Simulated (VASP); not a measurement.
Here is the system:

```
Cd
1.0
    2.96722     0.00000     0.00000
   -1.48361     2.56969     0.00000
    0.00000     0.00000     5.50323
Cd
2
Direct
  0.66667   0.33333   0.75000
  0.33333   0.66667   0.25000
```

All values below come from PBEsol GGA, VASP's PBE PAW potentials (set 64) (plane waves; VASP 6.6.1). Run with PREC = Normal, EDIFF = 1E-5, 400 eV cut-off, 16×16×8 Γ-centred mesh, first-order Methfessel-Paxton smearing of 0.10 eV, potentials Cd.

Problem. Give the stress tensor in GPa (positive for a compressed cell).

Solution. 
```
-0.55   0.00   0.00
 0.00  -0.55   0.00
 0.00   0.00  -1.09
```
The pressure is its mean diagonal, -0.73 GPa.

The compound is Cd in the hcp structure. It was relaxed first.
